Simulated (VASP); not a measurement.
Energy against volume of Ho (hcp). Level of theory: vdW-DF-cx, VASP's PBE PAW potentials (set 64) (plane waves; VASP 6.6.1). Run with 520 eV cut-off, 12×12×7 Γ-centred mesh, first-order Methfessel-Paxton smearing of 0.10 eV, potentials Ho_3.

The 4f electrons are frozen in the core of the lanthanide potential, so 4f levels, which can set the real gap, and their magnetism are missing.

Shape and ions are relaxed at each volume.

```json
[
 {"V (Å³/atom)": "28.830", "E (eV/atom)": "-2.18719"},
 {"V (Å³/atom)": "29.722", "E (eV/atom)": "-2.19019"},
 {"V (Å³/atom)": "30.614", "E (eV/atom)": "-2.18603"},
 {"V (Å³/atom)": "31.505", "E (eV/atom)": "-2.17564"}
]
```

Problem. Fit these four points and predict the energy of the run at 27.939 Å³/atom.

Solution. A cubic in V^(−2/3), the third-order Birch-Murnaghan form, passes through the four points with V0 = 29.63 Å³/atom and B0 = 43 GPa, and gives -2.1760 eV/atom there. The run gave -2.1757 eV/atom, +0.3 meV/atom from the fit; all five points give B0 = 44 GPa.

The compound is Ho in the hcp structure. It was relaxed first, which changed the volume by -5 %.
